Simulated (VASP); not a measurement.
These are PBE GGA, VASP's PBE PAW potentials (set 64) (plane waves; VASP) values and carry that method's errors.

The input files of a VASP run:

KPOINTS:
```
Automatic mesh
0
Gamma
14 14 14
0 0 0
```

POSCAR:
```
TiC
1
   -0.0000000000     2.1671076643     2.1671076643
    2.1671076643     0.0000000000     2.1671076643
    2.1671076643     2.1671076643     0.0000000000
Ti C
1 1
Direct
  0.0000000000   0.0000000000   0.0000000000
  0.5000000000   0.5000000000   0.5000000000
```

### INCAR
```
SYSTEM = TiC
PREC = Accurate
ENCUT = 600
EDIFF = 1E-7
NELM = 100
ALGO = Normal
LREAL = .FALSE.
LASPH = .TRUE.
ISMEAR = 1
SIGMA = 0.1
GGA = PE
LMAXMIX = 4
LWAVE = .FALSE.
LCHARG = .FALSE.
ISIF = 3
IBRION = 2
NSW = 40
EDIFFG = -0.01
PSTRESS = 150
```

POTCAR, in this order: Ti_sv C (PBE.64 set). Program: vasp_std.

### Question
What will the output report for the number of irreducible k-points (NKPTS), number of bands (NBANDS), largest plane-wave count, number of space-group operations, FFT grid (NGX, NGY, NGZ)?

### Answer

```json
{
 "number of irreducible k-points (NKPTS)": "104",
 "number of bands (NBANDS)": "12",
 "largest_plane_wave_count": "700",
 "number_of_space_group_operations": "48",
 "FFT grid (NGX, NGY, NGZ)": "24 × 24 × 24"
}
```

The compound is TiC in the rock salt structure. This run relaxes it under an external pressure of 15 GPa. Symmetry was kept, so distortions that lower it aren't found.
